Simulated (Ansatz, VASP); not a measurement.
**Si3H24C8 (amorphous poly(dimethylsilane) at 500 K) in two plane-wave programs**

Wanted: the spread between two codes on one cell, functional and k mesh. Of the first pair: The structure shown is the start of the Ansatz relaxation below; VASP solves that cell, so the two are compared at the walk's first step.

Main program and level: Ansatz 0.2.0; plane waves, with VASP 6.6.1 beside it; single point at LDA.

## 1. The structure

The cell holds 105 atoms: 24 C, 72 H and 9 Si. Its edges and angles: a = 10.712 Å, b = 10.712 Å, c = 10.712 Å, α = 90.0°, β = 90.0°, γ = 90.0°. As first built, before any earlier steps moved the atoms (in the runner's words): 3 poly(dimethylsilane) chains of 3 units placed at random, at 0.829 g/cm^3; overlaps pushed apart, then 20 ps at 800 K with MMFF94 bonds, angles, torsions, charges and radii (Halgren, J. Comput. Chem. 17, 490 (1996)) in harmonic and 12-6 forms; charges of ions scaled by 0.8. Snapshot after 30 ps at 500 K and fixed volume.

## 2. Ansatz: relaxation, LDA

Ansatz runs on its PAW soft_1 files.

The two programs are compared at the cell with which this relaxation starts, whose forces are those of its first step.

input.yaml

```yaml
crystal:
  lattice:
    - [10.7118, 0.0, 0.0]
    - [0.0, 10.7118, 0.0]
    - [0.0, 0.0, 10.7118]
  atoms:
    - { symbol: C, position: [0.95241, 0.219, 0.41498999999999997] }
    - { symbol: C, position: [0.01527, 0.02778, 0.61916] }
    - { symbol: C, position: [0.23048, 0.13441, 0.46504] }
    - { symbol: C, position: [0.9961900000000001, 0.00293, 0.17408] }
    - { symbol: C, position: [0.15621, 0.81104, 0.32312] }
    - { symbol: C, position: [0.8859499999999999, 0.68388, 0.29191] }
    - { symbol: C, position: [0.71161, 0.89656, 0.29943] }
    - { symbol: C, position: [0.83417, 0.7666399999999999, 0.54349] }
    - { symbol: C, position: [0.50697, 0.6967, 0.8110299999999999] }
    - { symbol: C, position: [0.31291, 0.72292, 0.01926] }
    - { symbol: C, position: [0.31816, 0.88752, 0.78183] }
    - { symbol: C, position: [0.18235, 0.63768, 0.59899] }
    - { symbol: C, position: [0.2974, 0.42824, 0.72891] }
    - { symbol: C, position: [0.971, 0.72295, 0.86139] }
    - { symbol: C, position: [0.04245, 0.51529, 0.02693] }
    - { symbol: C, position: [0.94064, 0.4524000000000001, 0.78163] }
    - { symbol: C, position: [0.56267, 0.50909, 0.41396] }
    - { symbol: C, position: [0.50958, 0.24595, 0.44379] }
    - { symbol: C, position: [0.31304, 0.40714, 0.3277] }
    - { symbol: C, position: [0.56371, 0.49627999999999994, 0.0845] }
    - { symbol: C, position: [0.71554, 0.28143, 0.18557] }
    - { symbol: C, position: [0.30918, 0.1949, 0.04356] }
    - { symbol: C, position: [0.55142, 0.23114, 0.91393] }
    - { symbol: C, position: [0.53178, 0.029520000000000005, 0.09924000000000001] }
    - { symbol: H, position: [0.905, 0.27156, 0.49185] }
    - { symbol: H, position: [0.98558, 0.28684, 0.34634] }
    - { symbol: H, position: [0.8854400000000001, 0.16344, 0.36961] }
    - { symbol: H, position: [0.01831, 0.09497000000000001, 0.70596] }
    - { symbol: H, position: [0.06661, 0.93242, 0.63793] }
    - { symbol: H, position: [0.91361, 0.01071, 0.61071] }
[... 69 atom lines left out ...]
    - { symbol: Si, position: [0.34594, 0.73675, 0.85589] }
    - { symbol: Si, position: [0.22236, 0.58362, 0.75429] }
    - { symbol: Si, position: [0.03387, 0.56773, 0.86142] }
    - { symbol: Si, position: [0.4685000000000001, 0.38298000000000004, 0.36047] }
    - { symbol: Si, position: [0.55388, 0.3379, 0.16225] }
    - { symbol: Si, position: [0.47666, 0.18429, 0.0528] }
kpoints:
  mp_grid:
    grid: [1, 1, 1]
hamiltonian:
  xc: lda
  pseudopotentials:
    kind: paw
    xc_functional: pbe
    azcp:
      folder: "./paw"
scf:
  occupations:
    method: fixed
relax:
  f_tol: 0.05
  max_steps: 150
  cell: {}
output:
  forces: true
```

Run with:

```
$ python relax_and_compare.py
```

## 3. VASP: single point, LDA, start cell, pair 1

The same cell, functional (in two slightly different forms) and mesh now go to VASP, with its own data sets.

Lines of VASP's logs that name or quote its potential files are left out, and so is its time.

INCAR

```
SYSTEM = Si3H24C8
PREC = Accurate
ENCUT = 520
EDIFF = 1E-06
NELM = 120
ISMEAR = 0
SIGMA = 0.01
LREAL = Auto
ALGO = Normal
GGA = PW92
NBANDS = 176
LORBIT = 11
LWAVE = .FALSE.
LCHARG = .FALSE.
ISIF = 2
LASPH = .TRUE.
GGA_COMPAT = .FALSE.
EFERMI = MIDGAP
NCORE = 2
```

POSCAR

```
Si3H24C8
1.0
   10.7118000000      0.0000000000      0.0000000000
    0.0000000000     10.7118000000      0.0000000000
    0.0000000000      0.0000000000     10.7118000000
C H Si
24 72 9
Direct
    0.9524076252      0.2190014750      0.4149909446
    0.0152728766      0.0277824455      0.6191583114
    0.2304841390      0.1344125170      0.4650385556
    0.9961911163      0.0029313467      0.1740790530
    0.1562109076      0.8110401613      0.3231202972
    0.8859482067      0.6838813271      0.2919117235
    0.7116077597      0.8965626692      0.2994268004
    0.8341735283      0.7666405273      0.5434940906
    0.5069736179      0.6966989675      0.8110308258
    0.3129072612      0.7229223847      0.0192591348
    0.3181631472      0.8875165705      0.7818293844
    0.1823503053      0.6376799417      0.5989936332
    0.2974009970      0.4282380179      0.7289064396
    0.9710039396      0.7229503912      0.8613865083
    0.0424485147      0.5152915476      0.0269329151
    0.9406355608      0.4523982897      0.7816333389
    0.5626692059      0.5090927762      0.4139640397
    0.5095782221      0.2459530611      0.4437909595
    0.3130379581      0.4071397898      0.3277040273
    0.5637054463      0.4962844713      0.0844956030
    0.7155380048      0.2814279580      0.1855710525
    0.3091823970      0.1948972162      0.0435594391
    0.5514199294      0.2311376239      0.9139266977
    0.5317780392      0.0295188484      0.0992363562
    0.9050019605      0.2715603353      0.4918501092
    0.9855766538      0.2868425475      0.3463376837
    0.8854440897      0.1634365840      0.3696110831
    0.0183069139      0.0949700330      0.7059597827
    0.0666087866      0.9324203215      0.6379320002
    0.9136092907      0.0107078175      0.6107096846
[... 69 atom lines left out ...]
    0.3459362572      0.7367482589      0.8558878993
    0.2223622547      0.5836180661      0.7542896619
    0.0338691910      0.5677290465      0.8614238503
    0.4685020258      0.3829795179      0.3604716294
    0.5538845012      0.3378983924      0.1622509756
    0.4766612521      0.1842920891      0.0528015833
```

KPOINTS

```
Automatic mesh
0
Gamma
1 1 1
0 0 0
```

The projector-augmented-wave data sets are C, H and Si (LDA family, release 64).

Run with:

```
$ mpirun -np 8 vasp_gam
```

What it wrote:

```text
[banner, memory and clock lines left out]
running    8 mpi-ranks, on    1 nodes
[...]
|                                                                             |
|               ----> ADVICE to this user running VASP <----                  |
|                                                                             |
|     You enforced a specific xc type in the INCAR file but a different       |
|     [... a line on the potential file left out ...]
|     I HOPE YOU KNOW WHAT YOU ARE DOING!                                     |
|                                                                             |

 LDA part: xc-table for (Slater(with rela. corr.)+PW92), standard interpolation
 POSCAR, INCAR and KPOINTS ok, starting setup
[...]
entering main loop
       N       E                     dE             d eps       ncg     rms          rms(c)
DAV:   1     0.108807769248E+04    0.10881E+04   -0.92213E+04   352   0.101E+03
DAV:   2    -0.468101863528E+03   -0.15562E+04   -0.14814E+04   448   0.221E+02
DAV:   3    -0.634000418320E+03   -0.16590E+03   -0.16442E+03   456   0.724E+01
DAV:   4    -0.639682860541E+03   -0.56824E+01   -0.56664E+01   440   0.159E+01
[...]
DAV:  17    -0.554902908749E+03   -0.64248E-06   -0.10024E-05   416   0.654E-03    0.869E-03
DAV:  18    -0.554902910455E+03   -0.17062E-05   -0.23928E-06   368   0.375E-03    0.409E-03
DAV:  19    -0.554902911040E+03   -0.58499E-06   -0.96085E-07   336   0.246E-03
   1 F= -.55490291E+03 E0= -.55490291E+03  d E =0.000000E+00
```

Parts of OUTCAR (step 3):

```text
  FREE ENERGIE OF THE ION-ELECTRON SYSTEM (eV)
  ---------------------------------------------------
  free  energy   TOTEN  =      -554.9029110399 eV

  energy  without entropy=     -554.9029110399  energy(sigma->0) =     -554.90291104
```

The run ends at a pressure of 2.46 GPa, with forces up to 5.0 eV/Å.

## 4. Side by side

Known differences besides the potentials themselves: fixed occupations in Ansatz, narrow Gaussian smearing in VASP; VASP's log shows a relativistic correction to its local exchange, Ansatz's none; Ansatz takes its cutoff from its data sets, VASP runs at 520 eV. Total energies have different zeros and are not compared.

Forces on 10 of the 105 atoms, those with the largest forces and the largest differences (eV/Å; atoms numbered as in POSCAR):

```csv
atom,"Ansatz x, y, z","VASP x, y, z"
C3,"1.738, -0.655, 2.711","1.705, -0.667, 2.706"
C12,"3.337, -1.008, -2.197","3.314, -1.018, -2.174"
C15,"0.224, 3.302, 0.574","0.227, 3.293, 0.556"
C16,"-2.513, -1.356, -1.460","-2.471, -1.323, -1.443"
C17,"-2.451, 1.001, 2.488","-2.447, 0.969, 2.460"
C19,"-2.406, 0.165, -1.850","-2.367, 0.159, -1.830"
C20,"1.506, -3.511, -2.263","1.500, -3.537, -2.251"
H59,"-0.202, -1.255, 0.129","-0.169, -1.229, 0.116"
H60,"-2.911, 1.444, -0.219","-2.926, 1.460, -0.221"
Si103,"3.563, -1.660, -3.147","3.559, -1.663, -3.153"
```

The forces differ by 19 meV/Å r.m.s., which is 1.7 % of the r.m.s. force of 1.109 eV/Å (both taken over all components).

## 5. Ansatz: relaxation, LDA

This run makes the geometry at which the two programs are then compared. The cell compared in this pair holds 1026.24 Å³, against 1229.10 Å³ for the pair before.

The structure compared here is the end of the Ansatz relaxation.

input.yaml is that of step 2.

Run with:

```
$ python relax_and_compare.py
```

## 6. VASP: single point, LDA, relaxed cell, pair 2

The same cell, functional (in two slightly different forms) and mesh now go to VASP, with its own data sets.

Changes to INCAR since step 3:

```diff
@@ -2,3 +2,3 @@
 PREC = Accurate
-ENCUT = 520
+ENCUT = 600
 EDIFF = 1E-06
```

POSCAR

```
Si3H24C8
1.0
   11.3588870000      0.2883550000      0.8874240000
    0.2883550000      8.4249820000      0.5455060000
    0.8874240000      0.5455060000     10.8348560000
C H Si
24 72 9
Direct
    0.0261800000      0.3050000000      0.3834300000
    0.9858100000      0.0523800000      0.6089800000
    0.2263600000      0.0635800000      0.4431900000
    0.0168800000      0.0310600000      0.1492800000
    0.1147100000      0.7457400000      0.3017100000
    0.8080600000      0.6740000000      0.2632500000
    0.6927200000      0.9323700000      0.4260700000
    0.8526600000      0.6697000000      0.5321500000
    0.4746600000      0.7595800000      0.7486500000
    0.3062800000      0.7411100000      0.9976400000
    0.2502400000      0.9773800000      0.7796100000
    0.1795400000      0.6243300000      0.5965200000
    0.2964400000      0.3846900000      0.7791500000
    0.9425700000      0.7405700000      0.9168600000
    0.0638100000      0.4501600000      0.0475300000
    0.9321000000      0.4150500000      0.8282500000
    0.5151900000      0.5902500000      0.4036500000
    0.4853900000      0.2393300000      0.4727000000
    0.3264500000      0.4345100000      0.3012900000
    0.6028000000      0.5485100000      0.0495600000
    0.7611200000      0.2911800000      0.1725900000
    0.3704200000      0.1475900000      0.0723300000
    0.5886100000      0.2191200000      0.8771300000
    0.6059600000      0.9635800000      0.0952700000
    0.0546500000      0.3897900000      0.4416100000
    0.0720800000      0.3339600000      0.2871500000
    0.9298700000      0.3268500000      0.3826400000
    0.0092500000      0.1396400000      0.6680500000
    0.0120600000      0.9326900000      0.6509000000
    0.8882600000      0.0591200000      0.6144100000
[... 69 atom lines left out ...]
    0.3151100000      0.7738000000      0.8231900000
    0.2076900000      0.5788900000      0.7623700000
    0.0267300000      0.5465200000      0.8942300000
    0.4796300000      0.4031200000      0.3425700000
    0.6032400000      0.3558600000      0.1553900000
    0.5360500000      0.1632900000      0.0477300000
```

KPOINTS is that of step 3.

Run with:

```
$ mpirun -np 8 vasp_gam
```

What it wrote:

```text
[banner, memory and clock lines left out]
running    8 mpi-ranks, on    1 nodes
[...]
[... a notice as in an earlier step ...]

 LDA part: xc-table for (Slater(with rela. corr.)+PW92), standard interpolation
 POSCAR, INCAR and KPOINTS ok, starting setup
[...]
entering main loop
       N       E                     dE             d eps       ncg     rms          rms(c)
DAV:   1     0.110065374082E+04    0.11007E+04   -0.10365E+05   352   0.116E+03
DAV:   2    -0.477616412135E+03   -0.15783E+04   -0.14839E+04   440   0.235E+02
DAV:   3    -0.636411410983E+03   -0.15879E+03   -0.15728E+03   456   0.727E+01
DAV:   4    -0.641280907753E+03   -0.48695E+01   -0.48546E+01   448   0.148E+01
[...]
DAV:  15    -0.563218723374E+03   -0.51189E-05   -0.12010E-04   480   0.319E-02    0.170E-02
DAV:  16    -0.563218730265E+03   -0.68917E-05   -0.69671E-05   448   0.179E-02    0.772E-03
DAV:  17    -0.563218729480E+03    0.78523E-06   -0.57468E-06   424   0.582E-03
   1 F= -.56321873E+03 E0= -.56321873E+03  d E =0.000000E+00
```

Parts of OUTCAR (step 6):

```text
  FREE ENERGIE OF THE ION-ELECTRON SYSTEM (eV)
  ---------------------------------------------------
  free  energy   TOTEN  =      -563.2187294800 eV

  energy  without entropy=     -563.2187294800  energy(sigma->0) =     -563.21872948
```

The run ends at a pressure of -0.01 GPa, with forces up to 0.051 eV/Å.

## 7. Differences

What differs besides the data sets and the points named for the pairs above, as far as they apply: Ansatz takes its cutoff from its data sets, VASP runs at 600 eV. Total energies have different zeros and are not compared.

The two programs side by side:

```csv
quantity,Ansatz,VASP,difference
pressure (GPa),0.00,-0.01,+0.01
gap on the k mesh (eV),3.989,3.995,-0.006
```

At this near-relaxed geometry the largest component of a force difference is 32 meV/Å. A gap on the mesh is an upper bound, since the band edges may lie between its points.

## 8. What came out

| Item | Value |
| --- | --- |
| r.m.s. force difference (single point, LDA, start cell, pair 1) | 1.7 % of the r.m.s. force |
| r.m.s. force difference (single point, LDA, relaxed cell, pair 2) | 15 meV/Å |

In words: The r.m.s. force difference is 15 meV/Å (single point, LDA, relaxed cell, pair 2), beyond the 12 meV/Å picked in this series as the mark of a large difference. What causes the difference of the single point, LDA, relaxed cell, pair 2 pair stays open here. How closely two codes agree says nothing of how well the functional describes the real material.

[Lines on the potential files, build, host, timing and source positions are cut from VASP's logs without a mark.]

[Logs are printed without paths, hosts, clocks, repeated set-up lines and the standing remarks that a program may print on its own settings, such as how far it seeks lower states.]

[Hosts, paths, dates, database ids (printed as entryN), source tags and the programs' standing remarks are cut or masked in the printed files.]

[The MMFF94 radii named for the starting cell were scaled by 0.96; in molecules described by MMFF94, hydrogen bound to N, O or S took a small fixed 12-6 site in their place.]
